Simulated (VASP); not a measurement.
Input:

```
CELL_PARAMETERS angstrom
      5.62048     0.00000     0.00000
      0.00000     5.62048     0.00000
      0.00000     0.00000     5.62048
ATOMIC_POSITIONS crystal
  Cs 0.00000 0.00000 0.00000
  Pb 0.50000 0.50000 0.50000
  Cl 0.50000 0.00000 0.50000
  Cl 0.00000 0.50000 0.50000
  Cl 0.50000 0.50000 0.00000
```

Method: PBEsol GGA with spin-orbit coupling, VASP's PBE PAW potentials (set 64) (plane waves; VASP). Run with 400 eV cut-off, 4×4×4 Γ-centred mesh, Gaussian smearing of 0.050 eV, potentials Cs_sv Pb_d Cl.

Problem. Predict the energy per atom (σ→0), band gap (over mesh and band path) with the smallest direct gap where there is one.

Solution. 
* **band gap (over mesh and band path)**: 0.77 eV
* **smallest direct gap (over mesh and band path)**: 0.77 eV
* **energy per atom (σ→0)**: -3.774 eV/atom

The compound is CsPbCl3 in the cubic perovskite structure, the ideal cubic form; the compound distorts at low or room temperature. It was relaxed first.
